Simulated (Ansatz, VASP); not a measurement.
# BP in two plane-wave programs

One calculation is typed for both programs; each brings its own data sets. How far apart do they land? The cell is taken from a series of runs on this material, whose earlier steps may have relaxed, scaled, displaced or heated it; both programs get it as it stands.

Program: Ansatz 0.2.0. Level of theory: plane waves, with VASP 6.6.1 beside it; zone-centre phonons at LDA. Results are calculated unless marked as measured.

### 1. The starting structure

The structure is tetragonal, space group I-4m2 (No. 119). Conventional cell: a = 3.169 Å, b = 3.169 Å, c = 4.535 Å, α = 90.00°, β = 90.00°, γ = 90.00°. Nearest to B lie 4 P at 1.95 Å. Nearest to P lie 4 B at 1.95 Å. Farther neighbours are not listed.

### 2. Ansatz: zone-centre phonons, LDA, pair 1

Ansatz runs on its PAW soft_1 files.

Second derivatives magnify differences that forces hide, and they need a tight electronic threshold.

Input file input.yaml:

```yaml
crystal:
  lattice:
    - [0.0, 2.2411658047, 2.267744117]
    - [2.2411658047, 0.0, 2.267744117]
    - [2.2411658047, 2.2411658047, 0.0]
  atoms:
    - { symbol: B, position: [0.0, 0.0, 0.0] }
    - { symbol: P, position: [0.75, 0.75, 0.75] }
kpoints:
  mp_grid: { grid: [12, 12, 12] }
hamiltonian:
  xc: lda
  pseudopotentials: { kind: paw, azcp: { folder: soft_1 }, xc_functional: pbe }
scf:
  occupations: { method: fixed }
output:
  eigenvalues: true
phonons:
  method: dfpt
  dielectric: true
  rigid_motions: translations
```

On the command line:

```
$ ansatz run input.yaml --threads 4 --pin off --max-ram 10240MiB --backend cpu --events-out ev --progress --plain --runs-dir out
```

Numbers of over 12 decimals in the logs are rounded to 6 here.

Log:

```text
Engine: ansatz 0.2.0, aarch64-unknown-linux-gnu
Pseudopotentials: kind: paw
Pseudopotential: B, paw, valence charge 3, recommended cutoff 420 eV (normal), soft_1/B.paw.azcp
Pseudopotential: P, paw, valence charge 5, recommended cutoff 420 eV (normal), soft_1/P.paw.azcp
Functional definition: SPW92
  exchange = slater_x
  correlation = pw_c
Crystal: 2 atoms, lattice volume = 22.781 Å³
Basis set: ecut = 420 eV, 459 PW (Γ), exchange–correlation on 48×48×48 points (8 copies of the dense FFT grid, shifted against one another)
Bands: 8, of which v1, the nominal top of the filled ones, is band 4 counted from 1 (3 counted from 0)
Symmetry: 8 space group operations
k-points: 868 of 1728 (irreducible under 1 space group operation, time reversal used)
Non-local potential: B, projectors of the file, l = 0: 2, l = 1: 2, l = 2: 1
Non-local potential: P, projectors of the file, l = 0: 2, l = 1: 2, l = 2: 1
PAW form: soft (Blöchl's): semilocal exchange-correlation on the pseudo side does not see the compensation charge
PAW frozen core: B, regenerated for the run's functional, and the local potential with it (the file was generated under x = pbe(κ = 0.804, μ = 0.219515), c = pbe(β = 0.066725))
PAW frozen core: P, regenerated for the run's functional, and the local potential with it (the file was generated under x = pbe(κ = 0.804, μ = 0.219515), c = pbe(β = 0.066725))
PAW one-centre angular grid: B, 110 points (default); XC on 64 Gauss nodes
PAW one-centre angular grid: P, 110 points (default); XC on 64 Gauss nodes
Initial density: superposition of atomic densities (chi_scale 0.1, normalization cell, long waves kept (reshape's long-wave potential 0.00 eV rms))
Initial wavefunctions: pseudopotential atomic-orbital guess
Functional: x = slater, c = lda
SCF iter   1: F=—  HF=-877.467181 eV  |F-HF|=—  |Δ(HF+E_count)|=         —  Δρ=9.53e-2  dr2=2.32e0  ethr=3.10e-3  ⟨swp⟩=5.2  Hψ=50962  notcnv=0  defer=1648
preconditioner: auto → none  [insulator: Δε(μ)=1.916 eV  Ē_g=13.079 eV  n_scr=0 (ndim 8)  ℏωp=22.0 eV  f_vac=0.000  ε∞_Penn≈3.8]
SCF iter   2: F=—  HF=-876.691926 eV  |F-HF|=—  |Δ(HF+E_count)|=   7.75e-1  Δρ=2.99e-2  dr2=1.56e-1  ethr=3.10e-3  ⟨swp⟩=2.4  Hψ=19382  notcnv=0  defer=1541
SCF iter   3: F=—  HF=-876.640611 eV  |F-HF|=—  |Δ(HF+E_count)|=   5.13e-2  Δρ=1.13e-2  dr2=1.83e-2  ethr=1.95e-3  ⟨swp⟩=3.0  Hψ=12206  notcnv=0  defer=1682
SCF iter   4: F=—  HF=-876.635165 eV  |F-HF|=—  |Δ(HF+E_count)|=   5.45e-3  Δρ=1.57e-3  dr2=2.62e-4  ethr=2.29e-4  ⟨swp⟩=3.0  Hψ=12111  notcnv=0  defer=1734
SCF iter   5: F=—  HF=-876.635111 eV  |F-HF|=—  |Δ(HF+E_count)|=   5.38e-5  Δρ=6.03e-5  dr2=3.15e-7  ethr=3.27e-6  ⟨swp⟩=3.0  Hψ=10773  notcnv=0  defer=1734
SCF iter   6: F=—  HF=-876.635111 eV  |F-HF|=—  |Δ(HF+E_count)|=   2.50e-7  Δρ=1.19e-5  dr2=1.50e-8  ethr=3.93e-9  ⟨swp⟩=2.3  Hψ=10355  notcnv=0  defer=1687
SCF iter   7: F=-876.635111 eV  HF=-876.635111 eV  |F-HF|=5.78e-11  |Δ(HF+E_count)|=   2.37e-9  Δρ=5.56e-7  dr2=9.17e-11  ethr=1.25e-12  ⟨swp⟩=9.5  Hψ=59500  notcnv=0
SCF 1 converged in 7 iterations: F = -876.635111 eV  dr2 = 9.17e-11
  greatest PAW one-centre occupation: 0.762 electrons in one spin orbital (limit 2), on the P atom at site 1 (counted from 0), in its partial waves of l = 0
NSCF: frozen V_eff on 3 k-points
DFPT response loops at Γ: preconditioner auto → none (the input reference at scf.mixing.eps_inf says where Resta's filter doesn't serve); β = 0.50; Broyden in place of MSR1
── the response to a field inside a basis, on 12×12×12 k-points: an SCF that follows is theirs, and a resumed run solves both again ──
Bands: 5, of which v1, the nominal top of the filled ones, is band 4 counted from 1 (3 counted from 0)
k-points: 468 of 1728 (irreducible under 2 space group operations, time reversal used)
Initial density: handed on by an earlier stage of this run
Initial wavefunctions: pseudopotential atomic-orbital guess (no wavefunctions were taken with the density)
Eigensolver: Dense (468 Hₖ)
SCF iter   1: F=—  HF=-876.635404 eV  |F-HF|=—  |Δ(HF+E_count)|=         —  Δρ=1.26e-4  dr2=4.19e-7  ethr=1.00e-1
preconditioner: auto → none  [insulator: Δε(μ)=1.232 eV  Ē_g=9.916 eV  n_scr=0 (ndim 8)  ℏωp=22.0 eV  f_vac=0.000  ε∞_Penn≈5.9]
SCF iter   2: F=—  HF=-876.635404 eV  |F-HF|=—  |Δ(HF+E_count)|=   5.36e-7  Δρ=6.34e-5  dr2=1.07e-7  ethr=5.24e-9
SCF iter   3: F=-876.635404 eV  HF=-876.635404 eV  |F-HF|=4.68e-9  |Δ(HF+E_count)|=   1.86e-7  Δρ=4.50e-6  dr2=6.00e-9  ethr=1.33e-9
SCF 1 converged in 3 iterations: F = -876.635404 eV  dr2 = 6.00e-9
DFPT response loops at Γ: mixed as the last ones told, above
SCF converged after 7 iterations
Free energy (F): -876.635111 eV
Harris-Foulkes:  -876.635111 eV  (|F-HF|=5.78e-11)
Internal energy: -876.635111 eV  (E = F + TS)
E sigma→0 (E₀):  -876.635111 eV
Fermi energy:    9.418761 eV
--- Per-component energies (eV) ---
  E_band       = 22.561641
  E_kinetic    = 122.088857
  E_local      = -61.605334  (includes V_loc(G=0)·N_el)
  E_nonlocal   = 41.736704
  E_hartree    = 16.758036
  E_xc         = -106.458946
  E_vxc        = -101.876864  (∫ρ·V_xc dr)
  E_paw        = -601.408641  (= ΣΔE_a)
  E_vpaw       = -11.297729  (= ΣTr[D̂ρ^β])
  E_aug_tail   = 0.000008  (compensation charges beyond the density's cutoff)
  E_ewald      = -287.908981
  E_core_change = 0.163186  (= ΣΔE_core)
  E_smearing   = -0.000000  (= −TS)
  E_closure    = 0.000000  (closes the sum)
  Σ components = -876.635111   (vs F -876.635111, Δ=0.00e0)
--- Band table (eV; the first three rows and the last of 868) ---
  k-point 0: bands = ["-6.2391", "9.3009", "9.4188", "9.4188", "12.7741", "12.7741", "12.8384", "17.1059"]
  k-point 1: bands = ["-6.1115", "8.4116", "9.1229", "9.2045", "13.0759", "13.0848", "13.1836", "17.4493"]
  k-point 2: bands = ["-5.7316", "6.5198", "8.6550", "8.7549", "13.4338", "13.7003", "13.7338", "18.2783"]
  k-point 867: bands = ["-2.8135", "0.1904", "7.5236", "7.6794", "13.2660", "14.0325", "14.1276", "19.3881"]
--- Phonons (Γ-DFPT): 4 representative perturbations + reference, on 868 of 1728 k-points (Σ response iterations 12) ---
  k mesh reduced under 1 symmetry operation, with k and −k counted as one. Each operation leaves every solved perturbation unchanged. A smaller set is not considered because the run solves the response to a homogeneous field
  ASR residual: 2.744e-4 → 0.000e0 eV/Å²; symmetrization residual: 1.048e-7 eV/Å²
  ASR residual per site (eV/Å²): 1.85e-4 2.74e-4
  Γ frequencies (cm⁻¹): 0.00 0.00 0.00 815.12 815.79 815.79
  ε∞ (high-frequency dielectric tensor):
        9.129744    -0.000000    -0.000000
       -0.000000     9.129744    -0.000000
       -0.000000    -0.000000     9.310661
  ε⁰ (static dielectric tensor: ions relaxed, cell fixed):
        9.287229    -0.000000    -0.000000
       -0.000000     9.287229     0.000000
       -0.000000     0.000000     9.462463
  ε⁰ − ε∞ (ionic part):
        0.157484    -0.000000     0.000000
       -0.000000     0.157484     0.000000
        0.000000     0.000000     0.151802
  softest optical mode at Γ: 815.12 cm⁻¹; the repairs (sum rule, projections) moved no ω² at Γ by more than (2.16 cm⁻¹)²
  Born effective charges Z* (e; rows j = field, columns β = displacement):
    site 0:
        -0.62356    0.00000   -0.00000
         0.00000   -0.62356    0.00000
        -0.00000    0.00000   -0.61170
    site 1:
         0.62356   -0.00000    0.00000
        -0.00000    0.62356    0.00000
         0.00000   -0.00000    0.61170
  Z* charge neutrality: 1.086e-4 e pre-enforcement
  solved inside a basis spanned on kpoints, on 12×12×12 k-points, its susceptibility summed on 16×16×16: ε∞ is read to err by 2.5e-2, Z* by 5.5e-3 e (field_mesh: kpoints solves on kpoints); Z* is corrected for what the basis lacks
  optical modes at Γ without the LO–TO term, one row a degenerate level:
      ω (cm⁻¹)  modes    IR ((D/Å)²/amu)
        815.12      1             1.0773
        815.79      2             2.2389
  optical modes at Γ + LO–TO along q̂ = [1.0000, 0.0000, 0.0000]:
      ω (cm⁻¹)  modes    IR ((D/Å)²/amu)
        815.12      1             1.0773
        815.79      1             1.1194
        822.79      1             1.1194
  optical modes at Γ + LO–TO along q̂ = [0.0000, 1.0000, 0.0000]:
      ω (cm⁻¹)  modes    IR ((D/Å)²/amu)
        815.12      1             1.0773
        815.79      1             1.1194
        822.79      1             1.1194
  optical modes at Γ + LO–TO along q̂ = [0.0000, 0.0000, 1.0000]:
      ω (cm⁻¹)  modes    IR ((D/Å)²/amu)
        815.79      2             2.2389
        821.74      1             1.0773
```

Reading the cycles: dr2 is the Hartree energy of the density residual (eV), the measure of convergence; HF is the Harris–Foulkes estimate of the energy, which meets the free energy F at convergence.

[end of part 1 of 3]

[Lines on the potential files, build, host, timing and source positions are cut from VASP's logs without a mark.]

[Logs are printed without paths, hosts, clocks, repeated set-up lines and the standing remarks that a program may print on its own settings, such as how far it seeks lower states.]

[Hosts, paths, dates, database ids (printed as entryN), source tags and the programs' standing remarks are cut or masked in the printed files.]
